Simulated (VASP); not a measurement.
Crystal: AlCl.

```
Al Cl
1.0
     0.00000    2.84863    2.84863
     2.84863    0.00000    2.84863
     2.84863    2.84863    0.00000
Al Cl
1 1
Cartesian
  2.8486 2.8486 2.8486
  0.0000 0.0000 0.0000
```

The cell was built by a generator and needn't be a form met in nature.

| Item | Value |
| --- | --- |
| Program | VASP 6.6.1 |
| Task | relaxation of cell and atoms |
| Functional | LDA |
| Potentials or basis | VASP PAW LDA potentials, release 64 (Al, Cl) |
| Cutoff | 600 eV |
| k mesh | 8 × 8 × 8 |
| Occupations | fermi-dirac, width 0.05 eV |
| Spin | no spin polarisation |

At the start: pressure 2.4 GPa; volume 23.12 Å³/atom.

**Question.** How do energy, volume and symmetry change on relaxing?

**Answer.** Over 4 steps the energy falls by 12.8 meV/atom and the volume is 24.96 Å³/atom (+8.0 %); space group Fm-3m (No. 225, to 0.05 Å).

The path:
| step | energy change (eV) | largest force (eV/Å) | pressure (GPa) | volume (Å³) |
| --- | --- | --- | --- | --- |
| 1 | 0.0000 | 0.0000 | 2.37 | 46.23 |
| 2 | -0.0224 | 0.0000 | 0.75 | 48.56 |
| 3 | -0.0257 | 0.0000 | 0.05 | 49.82 |
| 4 | -0.0257 | 0.0000 | 0.02 | 49.91 |

Final structure:
```yaml
crystal:
  lattice:
    - [0.00000, 2.92228, 2.92228]
    - [2.92228, 0.00000, 2.92228]
    - [2.92228, 2.92228, 0.00000]
  atoms:
    - { symbol: Al, position: [0.50000, 0.50000, 0.50000] }
    - { symbol: Cl, position: [0.00000, 0.00000, 0.00000] }
```
